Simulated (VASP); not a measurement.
# SiC3 in VASP: one cell, several levels of theory

What does VASP give for an ordered 4-atom cell of SiC3 on the diamond lattice, under +1.7 % biaxial strain in x and y, free along z, the cell held fixed? Runs: PBE, r2SCAN. This is a trial cell built on a prototype, not taken from a measured structure, and it needn't be the compound's ground state.

Code: VASP 6.6.1. PAW datasets, plane waves. These are computed values for a spin-unpolarised cell that may be hypothetical; none is a measurement.

## Step 1: The system as given

The cell comes from an earlier relaxation with r2SCAN in another program, then strained, with the atoms relaxed again.

It is trigonal, R3m (No. 160); a = 2.878 Å, c = 13.965 Å in the conventional setting, 8.35 Å³ an atom. C has 3 C at 1.74 Å and 1 Si at 1.88 Å; C has 1 C at 1.54 Å and 3 Si at 1.80 Å; C has 4 C at 1.54–1.74 Å; Si has 4 C at 1.80–1.88 Å.

As a file:

```
CELL_PARAMETERS angstrom
1.43879 0.83068 4.65509
-1.43879 0.83068 4.65509
0.00000 -1.66137 4.65509
ATOMIC_POSITIONS crystal
C 0.00798 0.00798 0.00798
C 0.48954 0.48954 0.48954
C 0.37932 0.37932 0.37932
Si 0.87316 0.87316 0.87316
```

## Step 2: Single point with PBE

File INCAR:

```
ENCUT = 520.000000
SIGMA = 0.020000
EDIFF = 1.00e-07
GGA = PE
PREC = Accurate
IBRION = -1
ISIF = 2
ISMEAR = -1
NBANDS = 16
NELM = 120
NSW = 0
LASPH = .TRUE.
LCHARG = .TRUE.
LELF = .TRUE.
LWAVE = .FALSE.
LREAL = .FALSE.
```

File KPOINTS:

```
KPOINTS created by Atomic Simulation Environment
0
Gamma
10 10 10
0 0 0
```

File KPOINTS_OPT:

```
special points
9
Reciprocal
0.0000000000 0.0000000000 0.0000000000 1
-0.5000000000 -0.5000000000 -0.5000000000 1
-0.5000000000 -0.1870802521 -0.8129197479 1
-0.1870802521 0.1870802521 -0.5000000000 1
0.0000000000 0.0000000000 -0.5000000000 1
0.0000000000 0.3435401260 -0.3435401260 1
-0.3435401260 0.0000000000 -0.6564598740 1
-0.5000000000 0.0000000000 -0.5000000000 1
0.1000000000 -0.5000000000 -0.5000000000 1
```

File POSCAR:

```
C  Si
 1.0000000000000000
     1.4387886198946001    0.8306849970031174    4.6550861549000002
    -1.4387886198946001    0.8306849970031174    4.6550861549000002
     0.0000000000000000   -1.6613699940062354    4.6550861549000002
 C   Si
   3   1
Cartesian
  1.4387886198945998  0.8306849970031169  4.7664882233418338
 -0.0000000000000000 -0.0000000000000003  6.8365847026714519
  0.0000000000000001 -0.0000000000000003  5.2972643265726633
 -0.0000000000000001 -0.0000000000000005 12.1939512141425208
```

Potentials: the recommended PBE PAW datasets, 16 valence electrons in the neutral cell.

Command:

```
> mpirun -np 1 vasp_std
```

## Step 3: r2SCAN

File INCAR:

```
ENCUT = 520.000000
SIGMA = 0.010000
EDIFF = 1.00e-07
ALGO = Normal
METAGGA = R2SCAN
PREC = Accurate
IBRION = -1
ISIF = 2
ISMEAR = 0
NBANDS = 16
NELM = 120
NSW = 0
LASPH = .TRUE.
LCHARG = .FALSE.
LWAVE = .FALSE.
LREAL = .FALSE.
```

KPOINTS is that of step 2.

KPOINTS_OPT is that of step 2.

POSCAR is that of step 2.

**Question.** What will these runs give? Wanted: for each run, gap; pressure; largest force.

The runs gave:

```
 level  gap (eV)  pressure (GPa)  largest force (eV/Å)
   PBE      1.76           -3.59                 0.269
r2SCAN      2.03           -6.96                 0.076
```

What this shows: The gap runs from 1.76 eV (PBE) to 2.03 eV (r2SCAN). At this one volume the pressure spans -7.0 GPa (r2SCAN) to -3.6 GPa (PBE): PBE wants the largest cell and r2SCAN the smallest. Forces up to 0.27 eV/Å (PBE) show atoms off their equilibrium places at that level; the least is 0.076 eV/Å (r2SCAN).
